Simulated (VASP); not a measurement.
Method: PBE GGA, VASP's PBE PAW potentials (set 64) (plane waves; VASP).

The input files of a VASP run:

**POSCAR**
```
Cl
3.8335360
  0.5832067313  -0.8123236615   0.0000000000
  0.5832067313   0.8123236615   0.0000000000
  0.0000000000   0.0000000000   2.1505748218
Cl
4
Cart
  1.0229446068  -0.0000000000   1.9290656151
  0.7266755872   0.0000000000   0.8537782042
  0.4397378754  -0.0000000000   1.2967966175
  0.1434688559  -0.0000000000   0.2215092066
```

### INCAR
```
! general
SYSTEM = Cl
PREC   = Accurate
ENCUT  = 300   ! plane-wave cut-off (eV)
LREAL  = .False.   ! projection in real space or not
LASPH  = .True.

! electronic loop
EDIFF  = 1E-6   ! SCF stop (eV)
NELM   = 100   ! most electronic steps
ALGO   = Normal

! smearing
ISMEAR = -1   ! Fermi-Dirac
SIGMA  = 0.02

! functional
GGA    = PE

! ions
ISIF   = 2   ! forces and stress, cell fixed

! output
LWAVE  = .False.
LCHARG = .False.
```

**KPOINTS**
```
Regular mesh
0
G
 5 5 2
0.5 0.5 0.5
```

POTCAR, in this order: Cl (PBE.64 set). Program: vasp_std.

At this cut-off the stress carries a Pulay error, which pulls relaxed volumes low.

Task: Estimate the energy per atom (σ→0), largest force.

Result: 
- energy per atom (σ→0): -1.824 eV/atom
- largest force: 0.237 eV/Å

File OSZICAR:
```
...
DAV:   7    -0.731039362370E+01    0.11106E+00   -0.56944E-01   350   0.488E+00    0.864E-01
DAV:   8    -0.729745259292E+01    0.12941E-01   -0.70143E-02   342   0.187E+00    0.402E-01
DAV:   9    -0.729762619422E+01   -0.17360E-03   -0.16930E-03   416   0.284E-01    0.783E-02
DAV:  10    -0.729775353998E+01   -0.12735E-03   -0.17186E-04   398   0.936E-02    0.654E-02
DAV:  11    -0.729776000194E+01   -0.64620E-05   -0.49768E-05   350   0.457E-02    0.876E-03
DAV:  12    -0.729776164185E+01   -0.16399E-05   -0.51499E-06   376   0.162E-02    0.458E-03
DAV:  13    -0.729776227092E+01   -0.62907E-06   -0.76057E-07   196   0.680E-03
   1 F= -.72977623E+01 E0= -.72977623E+01  d E =-.470638E-10
```

The structure is a typed Cl crystal. The cell was not relaxed at this level.
